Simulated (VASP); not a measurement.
Input for VASP

### POSCAR
```
Mg2Si
1
    0.0000000000     2.8433734344     2.8433734344
    2.8433734344     0.0000000000     2.8433734344
    2.8433734344     2.8433734344     0.0000000000
Mg Si
2 1
Direct
  0.2500000000   0.2500000000   0.2500000000
  0.7500000000   0.7500000000   0.7500000000
  0.0000000000   0.0000000000   0.0000000000
```

**INCAR**
```
! general
SYSTEM  = Mg2Si
PREC    = Accurate
ENCUT   = 500
LREAL   = .False.
LASPH   = .True.   ! aspherical one-centre terms

! electronic loop
EDIFF   = 1E-6   ! SCF stop (eV)
NELM    = 100   ! most electronic steps
ALGO    = Normal   ! blocked Davidson

! smearing
ISMEAR  = 1
SIGMA   = 0.1   ! width (eV)

! ions
IBRION  = 2
NSW     = 40
ISIF    = 3
EDIFFG  = -0.02
PSTRESS = 450

! output
LWAVE   = .False.
LCHARG  = .False.
```

**KPOINTS**
```
Automatic mesh
0
Gamma
9 9 9
0 0 0
```

POTCAR, in this order: Mg Si (LDA.64 set). Program: vasp_std.

**Question.** Write an equivalent input for Ansatz.

**Answer.** One equivalent input (not run):
Ansatz 0.2 input:
```yaml
crystal:
  lattice:
    - [0.0000000, 2.8433734, 2.8433734]
    - [2.8433734, 0.0000000, 2.8433734]
    - [2.8433734, 2.8433734, 0.0000000]
  atoms:
    - { symbol: Mg, position: [0.2500000, 0.2500000, 0.2500000] }
    - { symbol: Mg, position: [0.7500000, 0.7500000, 0.7500000] }
    - { symbol: Si, position: [0.0000000, 0.0000000, 0.0000000] }
kpoints:
  mp_grid: { grid: [9, 9, 9] }
hamiltonian:
  xc: lda
  pseudopotentials: { kind: paw }
scf:
  occupations: { method: methfessel_paxton, width: 0.1 }
  max_iter: 100
relax:
  max_steps: 40
  f_tol: 0.02
  cell: { p_target: 45 }
output: { forces: true, stress: true, eigenvalues: true }
```
The two are equivalent in intent, not identical: each code has its own PAW files, so the cut-off isn't converted (ENCUT is set for VASP's; basis.ecutwfc is left out, and Ansatz then takes the one that its files recommend); Ansatz stops its SCF on the density residual and VASP on the energy change (EDIFF); Ansatz's lda is the Perdew-Wang form, while the LDA potentials of VASP carry Perdew-Zunger's.

The compound is Mg2Si in the antifluorite structure. This run relaxes it under an external pressure of 45 GPa. Symmetry was kept, so distortions that lower it aren't found.
